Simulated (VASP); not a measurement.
Data:

```
CELL_PARAMETERS angstrom
      3.26696     0.00000     0.00000
      0.00000     3.26696     0.00000
      0.00000     0.00000     5.04998
ATOMIC_POSITIONS crystal
  Zr 0.00000 0.50000 0.50000
  Zr 0.50000 0.00000 0.00000
  H  0.50000 0.50000 0.25000
  H  0.50000 0.50000 0.75000
```

These are PBEsol GGA, VASP's PBE PAW potentials (set 64) (plane waves; VASP) values and carry that method's errors. Settings: 300 eV cut-off, 7×7×5 Γ-centred mesh, Fermi-Dirac smearing of 0.050 eV, potentials Zr_sv H.

Task: Give the energies of bands 9 to 16 at the high-symmetry points, in eV from the Fermi level.

Result: 
| band | Γ | X | M | Z | R | A |
|---|---|---|---|---|---|---|
| 9 | -8.35 | -6.31 | -6.51 | -6.64 | -7.18 | -5.37 |
| 10 | -3.56 | -5.34 | -3.91 | -6.64 | -4.05 | -5.37 |
| 11 | -2.94 | -1.96 | -2.82 | -1.69 | -2.71 | -1.93 |
| 12 | -2.77 | -0.79 | -2.82 | -1.69 | -0.23 | -1.93 |
| 13 | -0.04 | -0.59 | -1.80 | -0.06 | 0.19 | -0.33 |
| 14 | 0.66 | -0.26 | 2.72 | -0.06 | 0.42 | -0.33 |
| 15 | 0.66 | 1.62 | 3.70 | 1.70 | 0.60 | 1.48 |
| 16 | 2.06 | 1.85 | 4.09 | 1.70 | 1.08 | 1.48 |

It has no gap at this level: it comes out as a metal or semimetal.

The structure comes from a computed database's ZrH entry (P4_2/mmc); how it stands against other phases isn't given here. The cell was not relaxed at this level.
